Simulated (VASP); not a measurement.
Calculation: PBE GGA with spin-orbit coupling, VASP's PBE PAW potentials (set 64) (plane waves; VASP).

VASP input:

File KPOINTS:
```
Automatic mesh
0
Gamma
3 3 3
0 0 0
```

File POSCAR:
```
CuGaSe2
1
   -2.8294040000     2.8294040000     5.5579370000
    2.8294040000    -2.8294040000     5.5579370000
    2.8294040000     2.8294040000    -5.5579370000
Ga Cu Se
2 2 4
Direct
  0.5000000000   0.5000000000   0.0000000000
  0.2500000000   0.7500000000   0.5000000000
  0.0000000000   0.0000000000   0.0000000000
  0.7500000000   0.2500000000   0.5000000000
  0.8750000000   0.8750000000   0.5000000000
  0.1250000000   0.6250000000   0.0000000000
  0.3750000000   0.3750000000   0.5000000000
  0.6250000000   0.1250000000   0.0000000000
```

### INCAR
```
SYSTEM = CuGaSe2
PREC = Accurate; ENCUT = 300; LREAL = .False.
LASPH = .True.
EDIFF = 1E-6; NELM = 100; ALGO = Normal
LMAXMIX = 4
ISMEAR = -1; SIGMA = 0.05
GGA = PE; GGA_COMPAT = .False.
MAGMOM = 24*0.0; LSORBIT = .True.; LNONCOLLINEAR = .True.
ISIF = 2
LWAVE = .False.; LCHARG = .False.; LORBIT = 11
```

POTCAR, in this order: Ga_d Cu Se (PBE.64 set). Program: vasp_ncl.

At this cut-off the stress carries a Pulay error, which pulls relaxed volumes low.

Task: Estimate the energy per atom (σ→0), pressure, largest force, band gap (on the k-mesh).

Result: 
```yaml
energy per atom (σ→0): -3893 meV/atom
band gap (on the k-mesh): 0.12 eV
pressure: 1.07 GPa
largest_force: 0.01140 Ry/bohr
```

OSZICAR:
```
...
DAV:  10    -0.311441946517E+02   -0.24578E-02   -0.52505E-02  1744   0.298E+00    0.200E-01
DAV:  11    -0.311450570341E+02   -0.86238E-03   -0.40895E-03  1744   0.453E-01    0.117E-01
DAV:  12    -0.311454902489E+02   -0.43321E-03   -0.91303E-04  1496   0.292E-01    0.417E-02
DAV:  13    -0.311454970419E+02   -0.67931E-05   -0.18470E-04  1696   0.236E-01    0.193E-02
DAV:  14    -0.311454986816E+02   -0.16397E-05   -0.48035E-05  1696   0.906E-02    0.638E-03
DAV:  15    -0.311455022712E+02   -0.35896E-05   -0.15837E-05  1472   0.218E-02    0.679E-03
DAV:  16    -0.311455023693E+02   -0.98145E-07   -0.44552E-07   856   0.130E-02
   1 F= -.31145502E+02 E0= -.31143088E+02  d E =-.482938E-02  mag=     0.0000     0.0000     0.0000
```

The structure is a typed CuGaSe2 crystal. The cell was not relaxed at this level. The k-mesh is coarse (spacing up to 0.52 per Å, 2π included), so the numbers may not be converged in it. The run is one of a series of settings (GGA_COMPAT = .FALSE., LNONCOLLINEAR = .TRUE., LSORBIT = .TRUE., MAGMOM = 0.0 0.0 0.0 0.0 0.0 0.0 0.0 0.0 0.0 0.0 0.0 0.0 0.0 0.0 0.0 0.0 0.0 0.0 0.0 0.0 0.0 0.0 0.0 0.0, program vasp_ncl against the base run), some of them coarse on purpose.
